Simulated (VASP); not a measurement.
# Pd (Fm-3m) in VASP: a series of runs, part 2 of 2

VASP 6.6.1. Earlier steps stand in the parts before.

## (4) Relaxation of cell and atoms, rev-vdW-DF2

File INCAR:

```
SYSTEM = Pd
PREC = Accurate
ENCUT = 600
EDIFF = 1E-6
ISMEAR = 1
SIGMA = 0.1
LREAL = .False.
LASPH = .True.
NELM = 80
ALGO = Normal
ISIF = 3
LWAVE = .False.
LCHARG = .False.
GGA = MK
LUSE_VDW = .True.
AGGAC = 0.0
PARAM1 = 0.1234
PARAM2 = 0.711357
ZAB_VDW = -1.8867
IBRION = 2
NSW = 90
EDIFFG = -0.01
```

File KPOINTS:

```
Automatic mesh
0
Gamma
  16 16 16
  0 0 0
```

File POSCAR:

```
Pd
1.0
    0.0000000000      1.9465000000      1.9465000000
    1.9465000000      0.0000000000      1.9465000000
    1.9465000000      1.9465000000      0.0000000000
Pd
1
Direct
    0.0000000000      0.0000000000      0.0000000000
```

Potentials or basis: VASP PAW PBE potentials, release 64 (Pd).

Started as:

```
cat potpaw_PBE.64/Pd/POTCAR > POTCAR
mpirun -np 1 vasp_std > vasp.out
```

OUTCAR:

```text
SYSTEM = Pd
   PREC = Accurate
   ENCUT = 600
   EDIFF = 1E-6
   ISMEAR = 1
   LREAL = .False.
   LASPH = .True.
   NELM = 80
   ISIF = 3
   GGA = MK
   IBRION = 2
   NSW = 90
   EDIFFG = -0.01

 ion  position               nearest neighbor table
   1  0.000  0.000  0.000-

  LATTYP: Found a face centered cubic cell.
 ALAT       =     3.8930000000

  Lattice vectors:

 A1 = (   0.0000000000,   1.9465000000,   1.9465000000)
 A2 = (   1.9465000000,   0.0000000000,   1.9465000000)
 A3 = (   1.9465000000,   1.9465000000,   0.0000000000)

Analysis of symmetry for initial positions (statically):
=====================================================================
 Subroutine PRICEL returns:
 Original cell was already a primitive cell.

[... 255 lines left out ...]
  free energy    TOTEN  =        -2.70078649 eV

  energy without entropy =       -2.70063653  energy(sigma->0) =       -2.70073650

 E-fermi :   9.4799     XC(G=0): -13.1913

 val. band max:        9.4741084391   @ k =   0.5000   0.1250   0.0000
 cond. band min:       9.4851631408   @ k =   0.5000   0.3750   0.0625
 fundamental gap:      0.0110547017
 Fermi energy:         9.4798993241

 k-point     1 :       0.0000    0.0000    0.0000
  band No.  band energies     occupation
      1       2.4103      2.00000
      2       6.6808      2.00000
      3       6.6808      2.00000
      4       6.6808      2.00000
      5       8.2631      2.00000
      6       8.2631      2.00000
      7      26.7586      0.00000
      8      31.3710      0.00000
      9      31.3710      0.00000
[... 265 lines left out ...]
 k-point    24 :      -0.0625    0.0625    0.0000
  band No.  band energies     occupation
      1       2.7798      2.00000
      2       6.5377      2.00000
      3       6.7964      2.00000
      4       6.8336      2.00000
      5       8.1313      2.00000
      6       8.2874      2.00000
      7      27.1121      0.00000
      8      29.5764      0.00000
      9      31.1322      0.00000

 [... further k-points ...]
[... 5 lines left out ...]
  --------------------------------------------------------------------------------------
  -------------------------------------------------------------------------------------
  Total       -0.0087461     -0.0087461     -0.0087461     -0.0000000      0.0000000     -0.0000000
  in kB       -0.9392197     -0.9392197     -0.9392197     -0.0000000      0.0000000     -0.0000000
  external PRESSURE =      -0.9392197 kB  Pullay stress =       0.0000000 kB
[... 20 lines left out ...]
  energy  without entropy=       -2.7006365286  energy(sigma->0) =       -2.70073650

Total vdW correction in eV:      1.8392079

 reached required accuracy - stopping structural energy minimisation
```

OSZICAR:

```text
N       E                     dE             d eps       ncg     rms          rms(c)
DAV:   1     0.453300737817E+02    0.45330E+02   -0.57870E+03  2626   0.117E+03
DAV:   2    -0.261853337068E+01   -0.47949E+02   -0.46434E+02  2774   0.205E+02
[... 18 lines left out ...]
   2 F= -.26980701E+01 E0= -.26979910E+01  d E =0.157271E-02
       N       E                     dE             d eps       ncg     rms          rms(c)
DAV:   1    -0.274098677846E+01   -0.42917E-01   -0.80351E-01  2644   0.101E+01    0.137E+00
DAV:   2    -0.270089190853E+01    0.40095E-01   -0.20770E-01  2637   0.418E+00    0.294E-01
DAV:   3    -0.270073002650E+01    0.16188E-03   -0.10389E-03  2976   0.257E-01    0.178E-01
DAV:   4    -0.270078676496E+01   -0.56738E-04   -0.45372E-04  2921   0.175E-01    0.146E-02
DAV:   5    -0.270078648571E+01    0.27926E-06   -0.30945E-06  2779   0.178E-02
   3 F= -.27007865E+01 E0= -.27007365E+01  d E =-.114366E-02
```

CONTCAR:

```text
Pd
   1.00000000000000
     0.0000000000000000    1.9539343692056943    1.9539343692056943
     1.9539343692056943   -0.0000000000000000    1.9539343692056943
     1.9539343692056943    1.9539343692056943    0.0000000000000000
  Pd
     1
Direct
     0.0000000000000000    0.0000000000000000    0.0000000000000000

  0.00000000E+00  0.00000000E+00  0.00000000E+00
```

Wall time 54 s (1 thread of AMD EPYC 7R13 (Zen 3), shared host); peak memory 0.25 GiB.

Results:

```yaml
Free_energy: -2.7008 eV
Relaxed_volume: 14.92 Å³/atom
Relaxed_cell: a = 2.763 Å, b = 2.763 Å, c = 2.763 Å, α = 60.00°, β = 60.00°, γ = 60.00°
Space_group_after_relaxing_to_0.05_Å: Fm-3m (No. 225)
Energy_gained_by_relaxing: 1.1 meV/atom
Ionic_steps: 3
Pressure_after_relaxing: -0.1 GPa
Band_gap_on_the_k_mesh: none (metal or under the smearing width)
```

The path:
| step | energy change (eV) | largest force (eV/Å) | pressure (GPa) | volume (Å³) |
| --- | --- | --- | --- | --- |
| 1 | 0.0000 | 0.0000 | 2.21 | 14.75 |
| 2 | 0.0016 | 0.0000 | -3.17 | 15.19 |
| 3 | -0.0011 | 0.0000 | -0.09 | 14.92 |

Final structure:
```yaml
crystal:
  lattice:
    - [0.00000, 1.95393, 1.95393]
    - [1.95393, 0.00000, 1.95393]
    - [1.95393, 1.95393, 0.00000]
  atoms:
    - { symbol: Pd, position: [0.00000, 0.00000, 0.00000] }
```

Levels at points of the mesh, in eV from the Fermi level:
```
           k point  band 2  band 3  band 4  band 5  band 6  band 7  band 8  band 9
(0.00, 0.00, 0.00)   -2.80   -2.80   -2.80   -1.22   -1.22   17.28   21.89   21.89
(0.50, 0.00, 0.00)   -2.85   -2.85   -0.03   -0.03    1.06    7.18   16.63   20.93
(0.50, 0.50, 0.00)   -5.02   -0.06    0.28    0.28    3.35   10.62   13.10   13.10
```

Caveat: the PAW data sets were made with another functional, which shifts forces and pressure a little. Zero-point motion and thermal expansion aren't in these numbers.

## (5) Relaxation of cell and atoms, rev-vdW-DF2

This run uses another cell than the first one, of 14.92 Å³/atom, 1.012 times its volume.

INCAR: that of step 4 with these lines changed.

```diff
@@ -3,3 +3,3 @@
 ENCUT = 600
-EDIFF = 1E-6
+EDIFF = 1E-7
 ISMEAR = 1
@@ -21,2 +21,2 @@
 NSW = 90
-EDIFFG = -0.01
+EDIFFG = -0.005
```

KPOINTS is that of step 4.

File POSCAR:

```
Pd                                      
1.0
    0.0000000000      1.9539343692      1.9539343692
    1.9539343692     -0.0000000000      1.9539343692
    1.9539343692      1.9539343692      0.0000000000
  Pd            
     1
Direct
     0.0000000000000000    0.0000000000000000    0.0000000000000000
```

Potentials or basis: VASP PAW PBE potentials, release 64 (Pd).

Started as:

```
cat potpaw_PBE.64/Pd/POTCAR > POTCAR
mpirun -np 1 vasp_std > vasp.out
```

OUTCAR:

```text
SYSTEM = Pd
   PREC = Accurate
   ENCUT = 600
   EDIFF = 1E-7
   ISMEAR = 1
   LREAL = .False.
   LASPH = .True.
   NELM = 80
   ISIF = 3
   GGA = MK
   IBRION = 2
   NSW = 90
   EDIFFG = -0.005

 ion  position               nearest neighbor table
   1  0.000  0.000  0.000-

  LATTYP: Found a face centered cubic cell.
 ALAT       =     3.9078687384

  Lattice vectors:

 A1 = (   0.0000000000,   1.9539343692,   1.9539343692)
[... 469 lines left out ...]
      3       6.7966      2.00000
      4       6.8338      2.00000
      5       8.1315      2.00000
      6       8.2876      2.00000
      7      27.1122      0.00000
      8      29.5765      0.00000
      9      31.1325      0.00000

 [... further k-points ...]
[... 5 lines left out ...]
  --------------------------------------------------------------------------------------
  -------------------------------------------------------------------------------------
  Total        0.0002611      0.0002611      0.0002611      0.0000000      0.0000000     -0.0000000
  in kB        0.0280347      0.0280347      0.0280347      0.0000000      0.0000000     -0.0000000
  external PRESSURE =       0.0280347 kB  Pullay stress =       0.0000000 kB

 VOLUME and BASIS-vectors are now :
 -----------------------------------------------------------------------------
  energy-cutoff  :      600.00
  volume of cell :       14.92
      direct lattice vectors                 reciprocal lattice vectors
     0.000000000  1.953934369  1.953934369    -0.255893958  0.255893958  0.255893958
     1.953934369  0.000000000  1.953934369     0.255893958 -0.255893958  0.255893958
     1.953934369  1.953934369  0.000000000     0.255893958  0.255893958 -0.255893958

 POSITION                                       TOTAL-FORCE (eV/Angst)
 -----------------------------------------------------------------------------------
      0.00000      0.00000      0.00000        -0.000000      0.000000     -0.000000
 -----------------------------------------------------------------------------------
    total drift:                                0.000000     -0.000000     -0.000000

  FREE ENERGIE OF THE ION-ELECTRON SYSTEM (eV)
  ---------------------------------------------------
  free  energy   TOTEN  =        -2.7008968633 eV

  energy  without entropy=       -2.7007470104  energy(sigma->0) =       -2.70084691

Total vdW correction in eV:      1.8391943

 reached required accuracy - stopping structural energy minimisation
```

OSZICAR:

```text
N       E                     dE             d eps       ncg     rms          rms(c)
DAV:   1     0.448749759256E+02    0.44875E+02   -0.57431E+03  2618   0.117E+03
DAV:   2    -0.257450993690E+01   -0.47449E+02   -0.46261E+02  2809   0.205E+02
DAV:   3    -0.299594577232E+01   -0.42144E+00   -0.42009E+00  3024   0.222E+01
DAV:   4    -0.299829107514E+01   -0.23453E-02   -0.23451E-02  3134   0.152E+00
DAV:   5    -0.299831976823E+01   -0.28693E-04   -0.28693E-04  2997   0.138E-01    0.763E+00
DAV:   6    -0.271500319532E+01    0.28332E+00   -0.13527E+00  2686   0.109E+01    0.357E+00
DAV:   7    -0.270478828901E+01    0.10215E-01   -0.67916E-03  2874   0.818E-01    0.191E+00
DAV:   8    -0.270088822848E+01    0.39001E-02   -0.11331E-03  2794   0.279E-01    0.495E-02
DAV:   9    -0.270089301910E+01   -0.47906E-05   -0.69181E-06  3780   0.261E-02    0.103E-02
DAV:  10    -0.270089695677E+01   -0.39377E-05   -0.15955E-06  2874   0.146E-02    0.189E-03
DAV:  11    -0.270089686331E+01    0.93456E-07   -0.16859E-08  1945   0.117E-03
   1 F= -.27008969E+01 E0= -.27008469E+01  d E =-.270090E+01
```

Wall time 24 s (1 thread of AMD EPYC 7R13 (Zen 3), shared host); peak memory 0.24 GiB.

What came out:

```
Free energy             : -2.7009 eV
Pressure after relaxing : 0.0 GPa
Band gap on the k mesh  : none (metal or under the smearing width)
```

Final structure:
```xyz
1
Lattice="0.0000 1.9539 1.9539 1.9539 0.0000 1.9539 1.9539 1.9539 0.0000" Properties=species:S:1:pos:R:3 pbc="T T T"
Pd    0.0000    0.0000    0.0000
```

Caveat: the relaxation stopped at its first step, so nothing moved; the PAW data sets were made with another functional, which shifts forces and pressure a little.
